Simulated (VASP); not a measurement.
```yaml
crystal:
  lattice:
    - [1.84851, -3.20171, 0.00000]
    - [1.84851, 3.20171, 0.00000]
    - [0.00000, 0.00000, 5.70426]
  atoms:
    - { symbol: Pt, position: [0.00000, 0.00000, 0.00000] }
    - { symbol: Se, position: [0.33333, 0.66667, 0.22648] }
    - { symbol: Se, position: [0.66667, 0.33333, 0.77352] }
```

All values below come from SCAN meta-GGA, VASP's PBE PAW potentials (set 64) (plane waves; VASP). Run with 520 eV cut-off, 8×8×5 Γ-centred mesh, tetrahedra with Blöchl corrections, potentials Pt Se.

The cores are frozen, which limits the accuracy of field gradients.

Task: Give the principal components of the electric field gradient (V/Å²) and the asymmetry η at each nucleus.

Result: 
```
atom    Vxx    Vyy     Vzz     η
----  -----  -----  ------  ----
Pt1   -68.1  -68.1   136.2  0.00
Se2    51.5   51.5  -103.1  0.00
Se3    51.5   51.5  -103.1  0.00
```

The compound is PtSe2 in the 1T layered structure. It was relaxed first, which changed the volume by +10 %.
